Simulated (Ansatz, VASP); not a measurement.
# Sn in two plane-wave programs, part 2 of 2

Aim: how closely do two programs agree when they are given the same cell, functional and k mesh? The cell is taken from a series of runs on this material, whose earlier steps may have relaxed, scaled, displaced or heated it; both programs get it as it stands.

VASP 6.6.1 and Ansatz 0.2.0.

So far: Set-up; Ansatz: zone-centre phonons, PBE.

### 3. VASP: zone-centre phonons, PBE

Level of this step: PBE; plane waves and PAW (Sn_d) (VASP).

The same cell, functional, mesh and smearing now go to VASP, with its own data sets.

Lines of VASP's logs that name or quote its potential files are left out, and so is its time.

INCAR

```
SYSTEM = Sn
PREC = Accurate
ENCUT = 500
EDIFF = 1E-08
NELM = 120
ISMEAR = 1
SIGMA = 0.2
LREAL = .FALSE.
ALGO = Normal
GGA = PE
NBANDS = 20
LORBIT = 11
LWAVE = .FALSE.
LCHARG = .FALSE.
ISIF = 2
IBRION = 8
LASPH = .TRUE.
GGA_COMPAT = .FALSE.
KPAR = 2
```

POSCAR

```
Sn
1.0
   -2.9857667292      2.9857667292      1.5941619395
    2.9857667292     -2.9857667292      1.5941619395
    2.9857667292      2.9857667292     -1.5941619395
Sn
2
Direct
    0.7500000000      0.2500000000      0.5000000000
    0.0000000000      0.0000000000      0.0000000000
```

KPOINTS

```
Automatic mesh
0
Gamma
6 6 6
0 0 0
```

PAW data sets: Sn_d (PBE family, release 64).

The run is started by

```
> mpirun -np 2 vasp_std
```

Numbers of over 12 decimals in the logs are rounded to 6 here.

What it wrote:

```text
[banner, memory and clock lines left out]
running    2 mpi-ranks, on    1 nodes
 distrk:  each k-point on    1 cores,    2 groups
 distr:  one band on    1 cores,    1 groups

 POSCAR found type information on POSCAR Sn
 POSCAR found :  1 types and       2 ions
 LDA part: xc-table for (Slater+PW92), standard interpolation
 POSCAR, INCAR and KPOINTS ok, starting setup
 FFT: planning ... GRIDC
 FFT: planning ... GRID_SOFT
 FFT: planning ... GRID
 WAVECAR not read
 entering main loop
       N       E                     dE             d eps       ncg     rms          rms(c)
DAV:   1     0.210757325400E+03    0.21076E+03   -0.14315E+04  1216   0.209E+03
DAV:   2     0.134306112129E+02   -0.19733E+03   -0.19348E+03  1212   0.435E+02
DAV:   3    -0.691083991264E+01   -0.20341E+02   -0.20046E+02  1340   0.134E+02
DAV:   4    -0.758878922759E+01   -0.67795E+00   -0.67688E+00  1348   0.272E+01
DAV:   5    -0.761615904330E+01   -0.27370E-01   -0.27369E-01  1664   0.511E+00    0.219E+00
DAV:   6    -0.760229301468E+01    0.13866E-01   -0.33674E-02  1632   0.256E+00    0.121E+00
DAV:   7    -0.759952590567E+01    0.27671E-02   -0.18477E-02  1608   0.191E+00    0.166E-01
DAV:   8    -0.759952128118E+01    0.46245E-05   -0.18123E-03  1464   0.575E-01    0.403E-02
DAV:   9    -0.759952583816E+01   -0.45570E-05   -0.55141E-05  1632   0.684E-02    0.167E-02
DAV:  10    -0.759952504361E+01    0.79455E-06   -0.90145E-06  1576   0.408E-02    0.155E-03
DAV:  11    -0.759952526171E+01   -0.21810E-06   -0.48642E-07  1404   0.936E-03    0.129E-03
DAV:  12    -0.759952488364E+01    0.37807E-06   -0.54203E-08  1352   0.251E-03    0.294E-04
DAV:  13    -0.759952488878E+01   -0.51318E-08   -0.34813E-09   816   0.691E-04
   1 F= -.75995249E+01 E0= -.75985035E+01  d E =-.306405E-02
 Linear response reoptimize wavefunctions to high precision
DAV:   1    -0.759952489988E+01   -0.11102E-07   -0.12812E-09   852   0.473E-04
DAV:   2    -0.759952489998E+01   -0.10004E-09   -0.42522E-10   768   0.238E-04
DAV:   3    -0.759952489995E+01    0.29104E-10   -0.17369E-10   752   0.164E-04
 Linear response DOF=           2
 Linear response progress:
  Degree of freedom:   1/  2
       N       E                     dE             d eps       ncg     rms          rms(c)
RMM:   1    -0.216838351284E+00   -0.21684E+00    0.45449E-01  3449   0.949E+00
RMM:   2    -0.223550849504E+00   -0.67125E-02   -0.18025E-02  4769   0.112E+00    0.509E-02
RMM:   3    -0.223723320597E+00   -0.17247E-03   -0.14134E-03  4884   0.314E-01    0.219E-02
RMM:   4    -0.223652712343E+00    0.70608E-04   -0.97755E-05  5042   0.898E-02    0.123E-02
RMM:   5    -0.223614546032E+00    0.38166E-04   -0.15266E-05  4975   0.316E-02    0.313E-03
RMM:   6    -0.223606411110E+00    0.81349E-05    0.91598E-06  5106   0.968E-03    0.146E-03
RMM:   7    -0.223603531523E+00    0.28796E-05    0.66801E-06  5074   0.372E-03    0.494E-04
RMM:   8    -0.223601506190E+00    0.20253E-05   -0.61194E-06  5138   0.140E-03    0.851E-05
RMM:   9    -0.223600784811E+00    0.72138E-06   -0.69963E-06  5254   0.604E-04    0.334E-05
RMM:  10    -0.223600150370E+00    0.63444E-06   -0.33729E-06  5215   0.303E-04    0.129E-05
RMM:  11    -0.223599862013E+00    0.28836E-06   -0.21261E-06  5317   0.174E-04    0.390E-06
RMM:  12    -0.223599721841E+00    0.14017E-06   -0.14224E-06  5414   0.112E-04    0.102E-06
RMM:  13    -0.223599651264E+00    0.70577E-07   -0.81970E-07  5314   0.812E-05    0.170E-06
RMM:  14    -0.223599669363E+00   -0.18098E-07   -0.39545E-07  5125   0.674E-05    0.584E-06
RMM:  15    -0.223599576947E+00    0.92416E-07   -0.13197E-07  4997   0.594E-05    0.303E-06
RMM:  16    -0.223599534609E+00    0.42339E-07    0.25970E-08  5189   0.535E-05    0.198E-06
RMM:  17    -0.223599521942E+00    0.12667E-07    0.65602E-08  4362   0.498E-05    0.169E-06
RMM:  18    -0.223599520067E+00    0.18755E-08    0.67014E-08  3568   0.479E-05    0.171E-06
 first order change of Fermi-energy   0.25529E-04
 force on displaced ion       1 direction 1 :  -2.605  -0.000  -0.000
 Linear response progress:
  Degree of freedom:   2/  2
       N       E                     dE             d eps       ncg     rms          rms(c)
RMM:   1    -0.204890385835E+00   -0.20489E+00    0.44507E-01  2320   0.950E+00
RMM:   2    -0.210257638575E+00   -0.53673E-02   -0.16539E-02  3204   0.107E+00    0.409E-02
RMM:   3    -0.210320956110E+00   -0.63318E-04   -0.12838E-03  3308   0.290E-01    0.172E-02
RMM:   4    -0.210200124141E+00    0.12083E-03   -0.86734E-05  3375   0.811E-02    0.111E-02
RMM:   5    -0.210126386424E+00    0.73738E-04   -0.10299E-05  3369   0.271E-02    0.315E-03
RMM:   6    -0.210114439268E+00    0.11947E-04   -0.96577E-07  3366   0.850E-03    0.955E-04
RMM:   7    -0.210115306319E+00   -0.86705E-06   -0.21551E-07  3420   0.314E-03    0.173E-04
RMM:   8    -0.210114141597E+00    0.11647E-05   -0.10664E-07  3442   0.112E-03    0.806E-05
RMM:   9    -0.210113615244E+00    0.52635E-06   -0.64384E-08  3505   0.456E-04    0.160E-05
RMM:  10    -0.210113635695E+00   -0.20451E-07    0.20408E-08  3622   0.222E-04    0.156E-05
RMM:  11    -0.210113601916E+00    0.33779E-07   -0.15326E-08  3578   0.137E-04    0.832E-06
RMM:  12    -0.210113561101E+00    0.40815E-07   -0.31335E-09  3494   0.977E-05    0.432E-06
RMM:  13    -0.210113532298E+00    0.28803E-07   -0.10603E-08  3423   0.790E-05    0.172E-06
RMM:  14    -0.210113553000E+00   -0.20703E-07   -0.41151E-09  3285   0.692E-05    0.214E-06
RMM:  15    -0.210113542321E+00    0.10680E-07   -0.41819E-09  2417   0.636E-05    0.806E-07
RMM:  16    -0.210113539500E+00    0.28211E-08   -0.35002E-09  2287   0.605E-05    0.918E-07
 first order change of Fermi-energy  -0.22687E-04
 force on displaced ion       1 direction 3 :  -0.000   0.000  -0.117
 Linear response finished
```

Parts of OUTCAR (step 3):

```text
ion  position               nearest neighbor table
   1  0.750  0.250  0.500-   2 3.09   2 3.09   2 3.09   2 3.09
   2  0.000  0.000  0.000-   1 3.09   1 3.09   1 3.09   1 3.09

  LATTYP: Found a body centered tetragonal cell.
 ALAT       =     5.9715334584
 C/A-ratio  =     0.5339204580

 Subroutine GETGRP returns: Found 16 space group operations
 (whereof  8 operations were pure point group operations)

The static configuration has the point symmetry D_2d.
 The point group associated with its full space group is D_4h.

 Found     30 irreducible k-points:

   k-points           NKPTS =     30   k-points in BZ     NKDIM =     30   number of bands    NBANDS=     20

   dimension x,y,z NGX =    36 NGY =   36 NGZ =   36
   dimension x,y,z NGXF=    72 NGYF=   72 NGZF=   72

   ENCUT  =  500.0 eV  36.75 Ry    6.06 a.u.   8.23  8.23  8.23*2*pi/ulx,y,z

   NELECT =      28.0000    total number of electrons

 k-points in reciprocal lattice and weights: Automatic mesh
   0.00000000  0.00000000  0.00000000       0.005
   0.16666667  0.00000000 -0.00000000       0.037
   0.33333333  0.00000000  0.00000000       0.037
   0.50000000  0.00000000  0.00000000       0.019
   0.16666667  0.16666667 -0.00000000       0.037
   0.33333333  0.16666667  0.00000000       0.074
   0.50000000  0.16666667  0.00000000       0.074
  -0.33333333  0.16666667 -0.00000000       0.074
  -0.16666667  0.16666667  0.00000000       0.019
[...]
-0.33333333 -0.33333333  0.33333333       0.009
   0.50000000  0.50000000  0.50000000       0.005

 average (electrostatic) potential at core
       1 -99.6064       2 -99.6064

  Total       -0.0543018     -0.0543018     -0.0068966      0.0000000      0.0000000     -0.0000000
  in kB       -1.5304563     -1.5304563     -0.1943766      0.0000000      0.0000000     -0.0000000
  external PRESSURE =      -1.0850964 kB  Pullay stress =       0.0000000 kB

  energy-cutoff  :      500.00
  volume of cell :       56.85
      direct lattice vectors                 reciprocal lattice vectors
    -2.985766729  2.985766729  1.594161939     0.000000000  0.167461173  0.313644422
     2.985766729 -2.985766729  1.594161939     0.167461173  0.000000000  0.313644422
     2.985766729  2.985766729 -1.594161939     0.167461173  0.167461173  0.000000000

 POSITION                                       TOTAL-FORCE (eV/Angst)
 -----------------------------------------------------------------------------------
      0.00000      2.98577      0.79708         0.000000     -0.000000     -0.000000
      0.00000      0.00000      0.00000        -0.000000      0.000000      0.000000
 -----------------------------------------------------------------------------------
    total drift:                               -0.000000      0.000000     -0.000000

 Eigenvectors and eigenvalues of the dynamical matrix
 ----------------------------------------------------

   1 f  =    3.275342 THz    20.579583 2PiTHz  109.253659 cm-1    13.545721 meV
             X         Y         Z           dx          dy          dz
      0.000000  2.985767  0.797081     0.000000   -0.707107    0.000000
      0.000000  0.000000  0.000000     0.000000    0.707107    0.000000

   2 f  =    3.275342 THz    20.579583 2PiTHz  109.253659 cm-1    13.545721 meV
             X         Y         Z           dx          dy          dz
      0.000000  2.985767  0.797081    -0.707107    0.000000    0.000000
      0.000000  0.000000  0.000000     0.707107    0.000000    0.000000

   3 f  =    0.693808 THz     4.359323 2PiTHz   23.142936 cm-1     2.869357 meV
             X         Y         Z           dx          dy          dz
      0.000000  2.985767  0.797081     0.000000    0.000000    0.707107
      0.000000  0.000000  0.000000     0.000000    0.000000   -0.707107

   4 f  =    0.000000 THz     0.000000 2PiTHz    0.000000 cm-1     0.000000 meV
             X         Y         Z           dx          dy          dz
      0.000000  2.985767  0.797081     0.000000    0.000000   -0.707107
      0.000000  0.000000  0.000000     0.000000    0.000000   -0.707107

   5 f  =    0.000000 THz     0.000000 2PiTHz    0.000000 cm-1     0.000000 meV
             X         Y         Z           dx          dy          dz
      0.000000  2.985767  0.797081     0.000000    0.707107    0.000000
      0.000000  0.000000  0.000000     0.000000    0.707107    0.000000

   6 f  =    0.000000 THz     0.000000 2PiTHz    0.000000 cm-1     0.000000 meV
             X         Y         Z           dx          dy          dz
      0.000000  2.985767  0.797081     0.707107    0.000000    0.000000
      0.000000  0.000000  0.000000     0.707107    0.000000    0.000000

 ELASTIC MODULI CONTR FROM IONIC RELAXATION (kBar)
 Direction    XX          YY          ZZ          XY          YZ          ZX
 --------------------------------------------------------------------------------
 XX        -923.0128    923.0128      0.0000      0.0000      0.0000      0.0000
 YY         923.0128   -923.0128      0.0000      0.0000     -0.0000     -0.0000
 ZZ           0.0000      0.0000      0.0000      0.0000      0.0000      0.0000
 XY           0.0000      0.0000      0.0000      0.0000      0.0000      0.0000
 YZ           0.0000     -0.0000      0.0000      0.0000     -2.0003     -0.0000
 ZX           0.0000     -0.0000      0.0000      0.0000     -0.0000     -4.0888
 --------------------------------------------------------------------------------
```

### 4. Comparison

Known differences besides the potentials themselves: VASP's run holds the zone centre alone; the cutoff is 420 eV in Ansatz and 500 eV in VASP. Total energies have different zeros and are not compared.

Compared:

| quantity | Ansatz | VASP | difference |
| --- | --- | --- | --- |
| optical mode 1 (cm⁻¹) | 22.7 | 23.1 | -0.4 |
| optical mode 2 to 3 (cm⁻¹) | 108.7 | 109.3 | -0.49 % |

Modes are paired by rising frequency, not by their patterns, so a pair may set unlike modes beside each other; they are those without the splitting of longitudinal modes.

### 5. Results

| Quantity | Value |
| --- | --- |
| r.m.s. difference of the optical zone-centre modes, each program's sorted by frequency (zone-centre phonons, PBE) | 0.50 cm⁻¹ |

In words: The r.m.s. difference of the optical zone-centre modes, each program's sorted by frequency is 0.50 cm⁻¹ (zone-centre phonons, PBE). How closely two codes agree says nothing of how well the functional describes the real material.

[Lines on the potential files, build, host, timing and source positions are cut from VASP's logs without a mark.]

[Logs are printed without paths, hosts, clocks, repeated set-up lines and the standing remarks that a program may print on its own settings, such as how far it seeks lower states.]

[Hosts, paths, dates, database ids (printed as entryN), source tags and the programs' standing remarks are cut or masked in the printed files.]
